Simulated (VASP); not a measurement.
Computed with optB86b-vdW, VASP's PBE PAW potentials (set 64) (plane waves; VASP).

A VASP calculation is set up with these files.

### POSCAR
```
CsPbBr3
1.0
  5.8473348058   0.0000000000   0.0000000000
  0.0000000000   5.8473348058   0.0000000000
  0.0000000000   0.0000000000   5.8473348058
Cs Pb Br
1 1 3
Cart
  0.0000000000   0.0000000000   0.0000000000
  2.9236674029   2.9236674029   2.9236674029
  2.9236674029   0.0000000000   2.9236674029
  0.0000000000   2.9236674029   2.9236674029
  2.9236674029   2.9236674029   0.0000000000
```

### INCAR
```
SYSTEM  =  CsPbBr3
PREC  =  Accurate; ENCUT  =  520; LREAL  =  .False.
LASPH  =  .True.
EDIFF  =  1E-6; NELM  =  100; ALGO  =  Normal
LMAXMIX  =  4
ISMEAR  =  0; SIGMA  =  0.05
GGA  =  MK; LUSE_VDW  =  .True.; AGGAC  =  0.0
PARAM1  =  0.1234; PARAM2  =  1.0
IBRION  =  2; NSW  =  60; ISIF  =  3
EDIFFG  =  -0.02
LWAVE  =  .False.; LCHARG  =  .False.
```

File KPOINTS:
```
K-points
0
gamma
  4 4 4
0 0 0
```

POTCAR, in this order: Cs_sv Pb_d Br (PBE.64 set). Program: vasp_std.

The run wrote:

### OSZICAR
```
       N       E                     dE             d eps       ncg     rms          rms(c)
DAV:   1     0.416624842469E+03    0.41662E+03   -0.18735E+04   520   0.151E+03
DAV:   2     0.430495538378E+02   -0.37358E+03   -0.36393E+03   636   0.334E+02
DAV:   3    -0.337953166112E+01   -0.46429E+02   -0.45822E+02   622   0.129E+02
DAV:   4    -0.526891600330E+01   -0.18894E+01   -0.18798E+01   656   0.328E+01
DAV:   5    -0.532476484537E+01   -0.55849E-01   -0.55787E-01   664   0.467E+00    0.419E+00
DAV:   6    -0.481743964947E+01    0.50733E+00   -0.97572E-01   748   0.100E+01    0.242E+00
DAV:   7    -0.477695913377E+01    0.40481E-01   -0.50959E-01   776   0.422E+00    0.951E-01
DAV:   8    -0.478507437501E+01   -0.81152E-02   -0.62354E-02   678   0.219E+00    0.187E-01
DAV:   9    -0.478492882745E+01    0.14555E-03   -0.10389E-02   720   0.835E-01    0.101E-01
DAV:  10    -0.478523849575E+01   -0.30967E-03   -0.10211E-03   614   0.206E-01    0.383E-02
DAV:  11    -0.478530089901E+01   -0.62403E-04   -0.13962E-04   628   0.104E-01    0.723E-03
DAV:  12    -0.478530282997E+01   -0.19310E-05   -0.20099E-05   730   0.492E-02    0.515E-03
DAV:  13    -0.478530258721E+01    0.24276E-06   -0.22476E-06   536   0.137E-02
   1 F= -.47853026E+01 E0= -.47853026E+01  d E =-.478530E+01
       N       E                     dE             d eps       ncg     rms          rms(c)
DAV:   1    -0.502759954896E+01   -0.24230E+00   -0.62979E+00   694   0.273E+01    0.242E+00
DAV:   2    -0.483538667930E+01    0.19221E+00   -0.38246E-01   654   0.629E+00    0.906E-01
DAV:   3    -0.479937412103E+01    0.36013E-01   -0.15256E-01   660   0.374E+00    0.291E-01
DAV:   4    -0.479907855156E+01    0.29557E-03   -0.28195E-03   614   0.359E-01    0.189E-01
DAV:   5    -0.479890385974E+01    0.17469E-03   -0.88063E-04   620   0.273E-01    0.398E-02
DAV:   6    -0.479890416978E+01   -0.31004E-06   -0.96342E-05   608   0.106E-01    0.862E-03
DAV:   7    -0.479890454220E+01   -0.37242E-06   -0.86699E-06   678   0.250E-02
   2 F= -.47989045E+01 E0= -.47989045E+01  d E =-.136020E-01
       N       E                     dE             d eps       ncg     rms          rms(c)
DAV:   1    -0.480558123520E+01   -0.66771E-02   -0.17285E-01   684   0.439E+00    0.406E-01
DAV:   2    -0.480022262879E+01    0.53586E-02   -0.10704E-02   670   0.106E+00    0.150E-01
DAV:   3    -0.479923190156E+01    0.99073E-03   -0.40924E-03   670   0.613E-01    0.455E-02
DAV:   4    -0.479921986266E+01    0.12039E-04   -0.81233E-05   646   0.605E-02    0.282E-02
DAV:   5    -0.479921318952E+01    0.66731E-05   -0.21709E-05   636   0.433E-02    0.628E-03
DAV:   6    -0.479921297972E+01    0.20980E-06   -0.20426E-06   420   0.164E-02
   3 F= -.47992130E+01 E0= -.47992130E+01  d E =-.139104E-01
```

OUTCAR:
```
------------------------ aborting loop because EDIFF is reached ----------------------------------------
  FORCE on cell =-STRESS in cart. coord.  units (eV):
  Direction    XX          YY          ZZ          XY          YZ          ZX
  --------------------------------------------------------------------------------------
  Total        0.0141239      0.0141239      0.0141239      0.0000000      0.0000000      0.0000000
  in kB        0.1097715      0.1097715      0.1097715      0.0000000      0.0000000      0.0000000
  external PRESSURE =       0.1097715 kB  Pullay stress =       0.0000000 kB
  volume of cell :      206.15
      direct lattice vectors                 reciprocal lattice vectors
     5.907339210  0.000000000  0.000000000     0.169280951 -0.000000000  0.000000000
     0.000000000  5.907339210  0.000000000    -0.000000000  0.169280951  0.000000000
    -0.000000000 -0.000000000  5.907339210    -0.000000000 -0.000000000  0.169280951
 POSITION                                       TOTAL-FORCE (eV/Angst)
 -----------------------------------------------------------------------------------
      0.00000      0.00000      0.00000         0.000000      0.000000      0.000000
      2.95367      2.95367      2.95367        -0.000000     -0.000000      0.000000
      2.95367      0.00000      2.95367         0.000000      0.000000      0.000000
      0.00000      2.95367      2.95367         0.000000      0.000000      0.000000
      2.95367      2.95367      0.00000         0.000000      0.000000      0.000000
 -----------------------------------------------------------------------------------
    total drift:                                0.000000     -0.000000     -0.000000
  FREE ENERGIE OF THE ION-ELECTRON SYSTEM (eV)
  ---------------------------------------------------
  free  energy   TOTEN  =        -4.7992129797 eV

  energy  without entropy=       -4.7992129797  energy(sigma->0) =       -4.79921298

 reached required accuracy - stopping structural energy minimisation
```
(Selected blocks of OUTCAR.)

CONTCAR:
```
CsPbBr3
   1.00000000000000
     5.9073392104460600    0.0000000000000000    0.0000000000000000
     0.0000000000000000    5.9073392104460600    0.0000000000000000
    -0.0000000000000000   -0.0000000000000000    5.9073392104460600
  Cs              Pb              Br
     1     1     3
Direct
     0.0000000000000000    0.0000000000000000    0.0000000000000000
     0.5000000000000000    0.5000000000000000    0.5000000000000000
     0.5000000000000000    0.0000000000000000    0.5000000000000000
     0.0000000000000000    0.5000000000000000    0.5000000000000000
     0.5000000000000000    0.5000000000000000    0.0000000000000000
```

OUTCAR:
```
 val. band max:        0.9630515395   @ k =   0.5000   0.5000   0.5000

 cond. band min:       2.5813022202   @ k =   0.5000   0.5000   0.5000


 Fermi energy:         1.1829426148

 k-point     1 :       0.0000    0.0000    0.0000
  band No.  band energies     occupation
      1     -20.3964      2.00000
      2     -15.8095      2.00000
      3     -15.8095      2.00000
      4     -15.6645      2.00000
      5     -15.6645      2.00000
      6     -15.6645      2.00000
      7     -13.6639      2.00000
      8     -12.9880      2.00000
      9     -12.9880      2.00000
     10      -7.1747      2.00000
     11      -7.1747      2.00000
     12      -7.1747      2.00000
     13      -6.0188      2.00000
     14      -3.1661      2.00000
     15      -3.1661      2.00000
     16      -3.1661      2.00000
     17      -1.0404      2.00000
     18      -1.0404      2.00000
     19      -1.0404      2.00000
     20      -0.9268      2.00000
     21      -0.9268      2.00000
     22      -0.9268      2.00000
     23       3.9815      0.00000
     24       5.1074      0.00000
     25       5.1074      0.00000
     26       5.9331      0.00000

 k-point     2 :       0.2500    0.0000    0.0000
  band No.  band energies     occupation
      1     -20.3959      2.00000
      2     -15.8095      2.00000
      3     -15.7813      2.00000
      4     -15.6650      2.00000
      5     -15.6650      2.00000
      6     -15.6645      2.00000
      7     -13.5980      2.00000
      8     -13.1047      2.00000
      9     -12.9871      2.00000
     10      -7.1698      2.00000
     11      -7.1690      2.00000
     12      -7.1690      2.00000
     13      -6.4288      2.00000
     14      -3.1211      2.00000
     15      -3.1211      2.00000
     16      -2.2679      2.00000
     17      -1.1069      2.00000
     18      -1.1058      2.00000
     19      -1.1058      2.00000
     20      -0.9846      2.00000
     21      -0.9846      2.00000
     22      -0.9133      2.00000
...
```

Energy and stress use the plane-wave basis of the starting cell. Unless said otherwise, spin-orbit coupling is left out, though it shifts the bands of the heavy elements here.

The compound is CsPbBr3 in the cubic perovskite structure, the ideal cubic form; the compound distorts at low or room temperature. This run relaxes it. Symmetry was kept, so distortions that lower it aren't found. The start is the result of an earlier pass.
